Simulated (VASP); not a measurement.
Computed with optB86b-vdW, VASP's PBE PAW potentials (set 64) (plane waves; VASP).

A VASP calculation is set up with these files.

### POSCAR
```
GaAs
2.8536840
  0.0000000000   1.0000001668   1.0000001668
  1.0000001668   0.0000000000   1.0000001668
  1.0000001668   1.0000001668   0.0000000000
Ga As
1 1
direct
  0.0000000000   0.0000000000   0.0000000000
  0.2500000000   0.2500000000   0.2500000000
```

**INCAR**
```
AGGAC=0.0
ALGO=Normal
EDIFF=1E-7
ENCUT=520
GGA=MK
ISIF=2
ISMEAR=-5
LASPH=.TRUE.
LCHARG=.TRUE.
LMAXMIX=4
LORBIT=11
LREAL=.FALSE.
LUSE_VDW=.TRUE.
LWAVE=.FALSE.
NEDOS=601
NELM=100
PARAM1=0.1234
PARAM2=1.0
PREC=Accurate
SYSTEM=GaAs
```

### KPOINTS
```
Automatic
0
gamma
9 9 9
0 0 0
```

POTCAR, in this order: Ga_d As (PBE.64 set). Program: vasp_std.

Output of the run:

OSZICAR:
```
       N       E                     dE             d eps       ncg     rms          rms(c)
DAV:   1     0.819751460695E+02    0.81975E+02   -0.92840E+03   918   0.184E+03
DAV:   2     0.258459146894E+01   -0.79391E+02   -0.77323E+02   990   0.313E+02
DAV:   3    -0.349825476753E+01   -0.60828E+01   -0.60552E+01  1155   0.728E+01
DAV:   4    -0.360300747977E+01   -0.10475E+00   -0.10470E+00  1063   0.107E+01
DAV:   5    -0.360472653604E+01   -0.17191E-02   -0.17188E-02  1093   0.115E+00    0.275E+00
DAV:   6    -0.346414542259E+01    0.14058E+00   -0.25534E-01  1408   0.912E+00    0.164E+00
DAV:   7    -0.344354373071E+01    0.20602E-01   -0.68524E-02  1101   0.204E+00    0.538E-01
DAV:   8    -0.344358766686E+01   -0.43936E-04   -0.92169E-03  1020   0.129E+00    0.894E-02
DAV:   9    -0.344386311818E+01   -0.27545E-03   -0.94707E-04  1063   0.418E-01    0.512E-02
DAV:  10    -0.344390599892E+01   -0.42881E-04   -0.59996E-05  1202   0.909E-02    0.286E-02
DAV:  11    -0.344393970961E+01   -0.33711E-04   -0.44881E-05   955   0.621E-02    0.226E-03
DAV:  12    -0.344394000854E+01   -0.29893E-06   -0.82704E-07  1125   0.148E-02    0.110E-03
DAV:  13    -0.344394026195E+01   -0.25341E-06   -0.31070E-07   980   0.447E-03    0.459E-04
DAV:  14    -0.344394025820E+01    0.37567E-08   -0.24689E-09   615   0.563E-04
   1 F= -.34439403E+01 E0= -.34439403E+01  d E =0.000000E+00
```

### OUTCAR
```
------------------------ aborting loop because EDIFF is reached ----------------------------------------
  FORCE on cell =-STRESS in cart. coord.  units (eV):
  Direction    XX          YY          ZZ          XY          YZ          ZX
  --------------------------------------------------------------------------------------
  Total        0.0073923      0.0073923      0.0073923      0.0000000      0.0000000      0.0000000
  in kB        0.2548269      0.2548269      0.2548269      0.0000000      0.0000000      0.0000000
  external PRESSURE =       0.2548269 kB  Pullay stress =       0.0000000 kB
  volume of cell :       46.48
      direct lattice vectors                 reciprocal lattice vectors
     0.000000000  2.853684476  2.853684476    -0.175212083  0.175212083  0.175212083
     2.853684476  0.000000000  2.853684476     0.175212083 -0.175212083  0.175212083
     2.853684476  2.853684476  0.000000000     0.175212083  0.175212083 -0.175212083
  FREE ENERGIE OF THE ION-ELECTRON SYSTEM (eV)
  ---------------------------------------------------
  free  energy   TOTEN  =        -3.4439402582 eV

  energy  without entropy=       -3.4439402582  energy(sigma->0) =       -3.44394026

 total charge

# of ion       s       p       d       tot
------------------------------------------
    1        0.888   0.775   9.989  11.652
    2        1.215   1.574   0.029   2.819
--------------------------------------------------
tot          2.103   2.349  10.019  14.471
```
(Selected blocks of OUTCAR.)

The compound is GaAs in the zinc blende structure. It was relaxed first.
